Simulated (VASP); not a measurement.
Here is a VASP 6.6.1 calculation.

Contents of INCAR:

```
ALGO = Normal
EDIFF = 1E-7
ENCUT = 520
GGA = PE
ISIF = 2
ISMEAR = -1
LASPH = True
LCHARG = False
LREAL = False
LWAVE = False
NBANDS = 20
NELM = 100
PREC = Accurate
SIGMA = 0.05
```

The input KPOINTS:

```
k-points
0
Gamma
  7 7 6
```

The input POSCAR:

```
BiSbSe
1.0
    4.8166155100      0.0000000000      0.0000000000
   -2.4083077600      4.1713113900      0.0000000000
    0.0000000000      0.0000000000      4.7024033100
Sb Bi Se
1 1 1
Direct
    0.6666666700      0.3333333300      0.5000000000
    0.0000000000      0.0000000000      0.0000000000
    0.3333333300      0.6666666700      0.5000000000
```

Potentials or basis: VASP PAW PBE potentials, release 64 (Sb, Bi_d, Se).

The run is started by

```sh
$ cat potpaw_PBE.64/Sb/POTCAR potpaw_PBE.64/Bi_d/POTCAR potpaw_PBE.64/Se/POTCAR > POTCAR
$ mpirun -np 1 vasp_std > vasp.out
```

Question: What does it give for the pressure?

Answer: -1.2 GPa.

Question: Estimate the band gap on the k mesh.

Answer: None (metal or under the smearing width).

Stress tensor (GPa, compression positive):
```
 1.02  0.00  0.00
 0.00  1.02  0.00
 0.00  0.00 -5.64
```

Caveat: spin-orbit coupling is left out, which moves the levels of the heavy elements.
